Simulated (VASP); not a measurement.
Consider the following.

```xyz
2
Lattice="0.0000 2.2900 2.2900 2.2900 0.0000 2.2900 2.2900 2.2900 0.0000" Properties=species:S:1:pos:R:3 pbc="T T T"
Zr     0.0000     0.0000     0.0000
N      2.2900     2.2900     2.2900
```

Calculation: rev-vdW-DF2, VASP's PBE PAW potentials (set 64) (plane waves; VASP). Settings: 520 eV cut-off, Gaussian smearing of 0.050 eV, potentials Zr_sv N.

Q: Give the energies of bands 6 to 11 at the high-symmetry points, in eV from the Fermi level.

A: 
```
band      Γ      X      U      L      W
----  -----  -----  -----  -----  -----
6     -2.69  -4.57  -5.53  -7.69  -5.46
7     -2.69  -3.52  -4.76  -5.73  -4.76
8     -2.69  -3.19  -4.49  -5.73  -4.76
9     -0.45  -3.19  -0.74   2.98   0.98
10    -0.45   3.36   3.37   3.04   0.98
11    -0.45   4.49   3.63   3.04   4.50
```

It has no gap at this level: it comes out as a metal or semimetal.

The compound is ZrN in the rock salt structure. The cell was not relaxed at this level. The electron count is odd and the run is not spin-polarised, which forces a metal.
